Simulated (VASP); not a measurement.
An input for Quantum ESPRESSO's pw.x (written as the equivalent of a VASP run, and not itself run):

```
&CONTROL
  calculation = 'vc-relax'
  pseudo_dir = './pseudo'
  outdir = './out'
  tprnfor = .true.
  tstress = .true.
  nstep = 60
  forc_conv_thr = 0.00039
/
&SYSTEM
  ibrav = 0
  nat = 1
  ntyp = 1
  ecutwfc = 74
  occupations = 'smearing'
  smearing = 'methfessel-paxton'
  degauss = 0.00735
  input_dft = 'pbesol'
/
&ELECTRONS
  conv_thr = 7.3e-08
  electron_maxstep = 100
/
&IONS
/
&CELL
/
ATOMIC_SPECIES
  K 39.098 K.upf
CELL_PARAMETERS angstrom
     4.2331524   -0.0000000   -0.0000000
     0.0000000    4.2331524   -0.0000000
     0.0000000    0.0000000    4.2331524
ATOMIC_POSITIONS crystal
  K    0.0000000  0.0000000  0.0000000
K_POINTS automatic
  8 8 8 0 0 0
```

Problem. Translate this input to VASP (INCAR, KPOINTS, POSCAR, choice of POTCAR).

Solution. This is not unique; one that fits is 
**INCAR**
```
! general
SYSTEM = K
PREC   = Accurate
ENCUT  = 400
LREAL  = .FALSE.
LASPH  = .TRUE.

! electronic loop
EDIFF  = 1E-6
NELM   = 100
ALGO   = Normal

! smearing
ISMEAR = 1
SIGMA  = 0.1

! functional
GGA    = PS

! ions
IBRION = 2
NSW    = 60
ISIF   = 3
EDIFFG = -0.01

! output
LWAVE  = .FALSE.
LCHARG = .FALSE.
```

**KPOINTS**
```
Automatic
0
Gamma
 8 8 8
```

File POSCAR:
```
K
1.0
  4.2331524212   0.0000000000   0.0000000000
  0.0000000000   4.2331524212   0.0000000000
  0.0000000000   0.0000000000   4.2331524212
K
1
Cart
  0.0000000000   0.0000000000   0.0000000000
```

POTCAR, in this order: K_sv (PBE.64 set). Program: vasp_std.

What does not carry over: the potentials are each code's own (VASP's PAW set, PseudoDojo norm-conserving files in pw.x), so ENCUT and ecutwfc are chosen apart and not converted; conv_thr bounds pw.x's estimated SCF error, while EDIFF bounds the energy change between steps; forc_conv_thr acts on force components and is met together with etot_conv_thr.

The structure was generated: K was put into the simple-cubic type (Pm-3m), which need not be its known phase. It was relaxed first, which changed the volume by -5 %. The start is the result of an earlier pass.
